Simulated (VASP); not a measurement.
All values below come from LDA (Ceperley-Alder, Perdew-Zunger), VASP's LDA PAW potentials (set 64) (plane waves; VASP).

The input files of a VASP run:

### POSCAR
```
Sn
4.645670
  0.0000000000   0.7071068328   0.7071068328
  0.7071068328   0.0000000000   0.7071068328
  0.7071068328   0.7071068328   0.0000000000
Sn
2
Cartesian
 -0.0014785604   0.0050430859   0.0010627816
  0.3550319768   0.3485103305   0.3524906348
```

**KPOINTS**
```
Automatic mesh
0
Gamma
3 3 3
0 0 0
```

INCAR:
```
SYSTEM=Sn
PREC=Accurate; ENCUT=180; LREAL=.FALSE.
LASPH=.TRUE.
EDIFF=1E-6; NELM=100; ALGO=Normal
LMAXMIX=4
ISMEAR=1; SIGMA=0.1
ISIF=2
LWAVE=.FALSE.; LCHARG=.FALSE.
```

POTCAR, in this order: Sn_d (LDA.64 set). Program: vasp_std.

At this cut-off the stress carries a Pulay error, which pulls relaxed volumes low. Gaps are read on the run's mesh, which can miss a band edge. Unless said otherwise, spin-orbit coupling is left out, though it shifts the bands of the heavy elements here.

Problem. Predict the energy per atom (σ→0), pressure, largest force, band gap (on the k-mesh).

Solution. 
```
Item                                                        Result
------------------------  ----------------------------------------
energy per atom (σ→0)                               -3.678 eV/atom
band gap (on the k-mesh)  none (metal, semimetal or under 0.01 eV)
pressure                                                -44.21 GPa
largest force                                           0.136 eV/Å
```

OSZICAR:
```
...
DAV:   6    -0.742059169973E+01    0.17698E+00   -0.15181E-01   564   0.481E+00    0.196E+00
DAV:   7    -0.735744326516E+01    0.63148E-01   -0.14837E-01   522   0.405E+00    0.211E-01
DAV:   8    -0.735671105300E+01    0.73221E-03   -0.11456E-02   608   0.105E+00    0.881E-02
DAV:   9    -0.735689768910E+01   -0.18664E-03   -0.55124E-04   598   0.156E-01    0.405E-02
DAV:  10    -0.735695046903E+01   -0.52780E-04   -0.52933E-05   534   0.633E-02    0.883E-03
DAV:  11    -0.735695319282E+01   -0.27238E-05   -0.28236E-06   490   0.163E-02    0.353E-03
DAV:  12    -0.735695327882E+01   -0.85995E-07   -0.62440E-07   308   0.847E-03
   1 F= -.73569533E+01 E0= -.73559707E+01  d E =-.294779E-02
```

The structure comes from a computed database's Sn entry; how it stands against other phases isn't given here. The cell was not relaxed at this level, atoms are displaced from their ideal sites. The k-mesh is coarse (spacing up to 0.55 per Å, 2π included), so the numbers may not be converged in it. The run is one of a series of settings (ENCUT = 180, GGA removed, KPOINTS 3×3×3 Γ-centred mesh, POTCAR Sn_d (LDA.64 set) against the base run), some of them coarse on purpose.
